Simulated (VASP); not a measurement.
Computed with PBE GGA, VASP's PBE PAW potentials (set 64) (plane waves; VASP).

VASP ran on this input.

KPOINTS:
```
K-points
0
Gamma
5 5 7
```

POSCAR:
```
SnO2
1
    4.7293493567    -0.0000000000     0.0000000000
    0.0000000000     4.7293493567     0.0000000000
    0.0000000000     0.0000000000     3.2127851835
Sn O
2 4
Direct
  0.0000000000   1.0000000000   1.0000000000
  0.5000000000   0.5000000000   0.5000000000
  0.3056632078   0.3056632078   0.0000000000
  0.8056632078   0.1943367922   0.5000000000
  0.1943367922   0.8056632078   0.5000000000
  0.6943367922   0.6943367922   1.0000000000
```

### INCAR
```
! general
SYSTEM  = SnO2
PREC    = Accurate
ENCUT   = 620
LREAL   = F
LASPH   = T

! electronic loop
EDIFF   = 1E-6
NELM    = 100
ALGO    = Normal
LMAXMIX = 4

! smearing
ISMEAR  = 0
SIGMA   = 0.05

! functional
GGA     = PE

! ions
IBRION  = 2
NSW     = 40
ISIF    = 3
EDIFFG  = -0.02
PSTRESS = 200

! output
LWAVE   = F
LCHARG  = F
```

POTCAR, in this order: Sn_d O (PBE.64 set). Program: vasp_std.

Output

File OSZICAR:
```
       N       E                     dE             d eps       ncg     rms          rms(c)
DAV:   1     0.704562414085E+03    0.70456E+03   -0.29188E+04  1617   0.292E+03
DAV:   2     0.680144494989E+02   -0.63655E+03   -0.61410E+03  1633   0.740E+02
DAV:   3    -0.375814923807E+02   -0.10560E+03   -0.10365E+03  1684   0.242E+02
DAV:   4    -0.432716162278E+02   -0.56901E+01   -0.56604E+01  1804   0.609E+01
DAV:   5    -0.434416355267E+02   -0.17002E+00   -0.16991E+00  1851   0.109E+01    0.160E+01
DAV:   6    -0.371174917122E+02    0.63241E+01   -0.24837E+01  2397   0.720E+01    0.589E+00
DAV:   7    -0.372346672334E+02   -0.11718E+00   -0.21068E+00  1642   0.869E+00    0.331E+00
DAV:   8    -0.372177090297E+02    0.16958E-01   -0.27459E-01  2094   0.557E+00    0.736E-01
DAV:   9    -0.372046953303E+02    0.13014E-01   -0.80574E-02  2333   0.411E+00    0.154E-01
DAV:  10    -0.372053124344E+02   -0.61710E-03   -0.52057E-03  2022   0.632E-01    0.509E-02
DAV:  11    -0.372054272011E+02   -0.11477E-03   -0.25528E-04  2097   0.140E-01    0.160E-02
DAV:  12    -0.372054302826E+02   -0.30816E-05   -0.18642E-05  2219   0.550E-02    0.112E-02
DAV:  13    -0.372054274686E+02    0.28140E-05   -0.12316E-05  1877   0.477E-02    0.252E-03
DAV:  14    -0.372054272950E+02    0.17366E-06   -0.13113E-06  1158   0.135E-02
   1 F= -.28235191E+02 E0= -.28235191E+02  d E =-.282352E+02
       N       E                     dE             d eps       ncg     rms          rms(c)
DAV:   1    -0.407996233531E+02   -0.35942E+01   -0.10974E+02  1890   0.160E+02    0.153E+01
DAV:   2    -0.368671018589E+02    0.39325E+01   -0.10758E+01  2053   0.448E+01    0.557E+00
DAV:   3    -0.361002340902E+02    0.76687E+00   -0.18141E+00  2245   0.351E+01    0.152E+00
DAV:   4    -0.360227085848E+02    0.77526E-01   -0.30614E-01  2289   0.141E+01    0.428E-01
DAV:   5    -0.360273947240E+02   -0.46861E-02   -0.10757E-01  1801   0.266E+00    0.201E-01
DAV:   6    -0.360257638892E+02    0.16308E-02   -0.54948E-03  1909   0.609E-01    0.812E-02
DAV:   7    -0.360258367317E+02   -0.72843E-04   -0.32497E-04  2034   0.179E-01    0.736E-02
DAV:   8    -0.360257660895E+02    0.70642E-04   -0.17421E-04  2094   0.282E-01    0.957E-03
DAV:   9    -0.360257677669E+02   -0.16774E-05   -0.28427E-05  2270   0.371E-02    0.106E-02
DAV:  10    -0.360257664846E+02    0.12824E-05   -0.81646E-07  1166   0.172E-02    0.327E-03
DAV:  11    -0.360257649171E+02    0.15675E-05   -0.13543E-06  1031   0.892E-03    0.293E-03
DAV:  12    -0.360257651533E+02   -0.23625E-06   -0.15962E-07   919   0.440E-03
   2 F= -.28010700E+02 E0= -.28010700E+02  d E =0.224491E+00
       N       E                     dE             d eps       ncg     rms          rms(c)
DAV:   1    -0.387959324362E+02   -0.27702E+01   -0.49752E+01  1932   0.135E+02    0.919E+00
DAV:   2    -0.373199566663E+02    0.14760E+01   -0.41422E+00  2053   0.251E+01    0.351E+00
DAV:   3    -0.369821368292E+02    0.33782E+00   -0.74514E-01  2124   0.182E+01    0.862E-01
DAV:   4    -0.369496860502E+02    0.32451E-01   -0.12362E-01  2321   0.785E+00    0.265E-01
DAV:   5    -0.369500464404E+02   -0.36039E-03   -0.36344E-02  1758   0.154E+00    0.930E-02
DAV:   6    -0.369488673133E+02    0.11791E-02   -0.16569E-03  1823   0.373E-01    0.632E-02
DAV:   7    -0.369488753128E+02   -0.79996E-05   -0.17006E-04  1910   0.112E-01    0.437E-02
DAV:   8    -0.369488492542E+02    0.26059E-04   -0.83789E-05  2041   0.182E-01    0.565E-03
DAV:   9    -0.369488508257E+02   -0.15714E-05   -0.14465E-05  1799   0.307E-02    0.370E-03
DAV:  10    -0.369488512351E+02   -0.40947E-06   -0.29350E-07  1003   0.633E-03
   3 F= -.28330476E+02 E0= -.28330476E+02  d E =-.952852E-01
       N       E                     dE             d eps       ncg     rms          rms(c)
DAV:   1    -0.369421920931E+02    0.66587E-02   -0.60503E-03  1911   0.132E+00    0.106E-01
DAV:   2    -0.369419970192E+02    0.19507E-03   -0.53667E-04  2061   0.290E-01    0.388E-02
DAV:   3    -0.369419568381E+02    0.40181E-04   -0.83141E-05  2236   0.220E-01    0.106E-02
DAV:   4    -0.369419537931E+02    0.30450E-05   -0.11435E-05  1874   0.926E-02    0.188E-03
DAV:   5    -0.369419548436E+02   -0.10505E-05   -0.50731E-06  1381   0.205E-02    0.111E-03
DAV:   6    -0.369419555582E+02   -0.71460E-06   -0.24556E-07   821   0.530E-03
   4 F= -.28330522E+02 E0= -.28330522E+02  d E =-.953312E-01
       N       E                     dE             d eps       ncg     rms          rms(c)
DAV:   1    -0.369388405303E+02    0.31143E-02   -0.13479E+00  1496   0.869E+00    0.711E-01
DAV:   2    -0.369348756117E+02    0.39649E-02   -0.66405E-02  1833   0.245E+00    0.390E-01
DAV:   3    -0.369301652142E+02    0.47104E-02   -0.68441E-03  2200   0.118E+00    0.996E-02
DAV:   4    -0.369301331132E+02    0.32101E-04   -0.20478E-03  2134   0.360E-01    0.325E-02
DAV:   5    -0.369301278702E+02    0.52430E-05   -0.12166E-04  1843   0.111E-01    0.127E-02
DAV:   6    -0.369301288958E+02   -0.10255E-05   -0.13221E-05  2150   0.325E-02    0.423E-03
DAV:   7    -0.369301289101E+02   -0.14384E-07   -0.80701E-07   957   0.980E-03
   5 F= -.28333968E+02 E0= -.28333968E+02  d E =-.344619E-02
       N       E                     dE             d eps       ncg     rms          rms(c)
DAV:   1    -0.369322332774E+02   -0.21044E-02   -0.20536E-02  1496   0.108E+00    0.877E-02
DAV:   2    -0.369321754231E+02    0.57854E-04   -0.10147E-03  1833   0.309E-01    0.481E-02
DAV:   3    -0.369321039590E+02    0.71464E-04   -0.10541E-04  2263   0.147E-01    0.121E-02
DAV:   4    -0.369321030542E+02    0.90480E-06   -0.31091E-05  2137   0.444E-02    0.400E-03
DAV:   5    -0.369321024558E+02    0.59846E-06   -0.14213E-06  1089   0.129E-02
   6 F= -.28334040E+02 E0= -.28334040E+02  d E =-.351821E-02
       N       E                     dE             d eps       ncg     rms          rms(c)
DAV:   1    -0.369332858977E+02   -0.11828E-02   -0.69256E-02  1488   0.188E+00    0.147E-01
DAV:   2    -0.369330856573E+02    0.20024E-03   -0.14859E-03  2108   0.406E-01    0.867E-02
DAV:   3    -0.369329230772E+02    0.16258E-03   -0.14330E-04  2279   0.172E-01    0.117E-02
DAV:   4    -0.369329243664E+02   -0.12892E-05   -0.35661E-05  1943   0.447E-02    0.474E-03
DAV:   5    -0.369329245752E+02   -0.20881E-06   -0.95090E-07  1131   0.103E-02
   7 F= -.28334377E+02 E0= -.28334377E+02  d E =-.336531E-03
```

**OUTCAR**
```
------------------------ aborting loop because EDIFF is reached ----------------------------------------
  FORCE on cell =-STRESS in cart. coord.  units (eV):
  Direction    XX          YY          ZZ          XY          YZ          ZX
  --------------------------------------------------------------------------------------
  Total        8.5652955      8.5652955      8.6297735      0.0000000      0.0000000      0.0000000
  in kB      199.2265603    199.2265603    200.7263012      0.0000000      0.0000000      0.0000000
  external PRESSURE =      -0.2735260 kB  Pullay stress =     200.0000000 kB
  volume of cell :       68.88
      direct lattice vectors                 reciprocal lattice vectors
     4.650053450  0.000000000  0.000000000     0.215051292 -0.000000000  0.000000000
     0.000000000  4.650053450  0.000000000    -0.000000000  0.215051292  0.000000000
     0.000000000  0.000000000  3.185589475     0.000000000  0.000000000  0.313913644
 POSITION                                       TOTAL-FORCE (eV/Angst)
 -----------------------------------------------------------------------------------
      0.00000      0.00000      0.00000        -0.000000     -0.000000      0.000000
      2.32503      2.32503      1.59279        -0.000000     -0.000000      0.000000
      1.41933      1.41933      0.00000         0.011658      0.011658      0.000000
      3.74436      0.90570      1.59279         0.011658     -0.011658     -0.000000
      0.90570      3.74436      1.59279        -0.011658      0.011658      0.000000
      3.23072      3.23072      0.00000        -0.011658     -0.011658     -0.000000
 -----------------------------------------------------------------------------------
    total drift:                               -0.000000     -0.000000      0.000000
  FREE ENERGIE OF THE ION-ELECTRON SYSTEM (eV)
  ---------------------------------------------------
  free  energy   TOTEN  =       -36.9329245752 eV

  energy  without entropy=      -36.9329245752  energy(sigma->0) =      -36.93292458
  enthalpy is  TOTEN    =       -28.3343767547 eV   P V=        8.5985478205

 reached required accuracy - stopping structural energy minimisation
```
(Selected blocks of OUTCAR.)

CONTCAR:
```
SnO2
   1.00000000000000
     4.6500534500805673    0.0000000000000000    0.0000000000000000
     0.0000000000000000    4.6500534500805673    0.0000000000000000
     0.0000000000000000    0.0000000000000000    3.1855894750519860
  Sn              O
     2     4
Direct
     0.0000000000000000    0.0000000000000000    0.0000000000000000
     0.5000000000000000    0.5000000000000000    0.5000000000000000
     0.3052288516209004    0.3052288516209004    0.0000000000000000
     0.8052288516209004    0.1947711483790996    0.5000000000000000
     0.1947711483790996    0.8052288516209004    0.5000000000000000
     0.6947711483790996    0.6947711483790996    0.0000000000000000
```

Energy and stress use the plane-wave basis of the starting cell.

The compound is SnO2 in the rutile structure. This run relaxes it under an external pressure of 20 GPa. Symmetry was kept, so distortions that lower it aren't found.
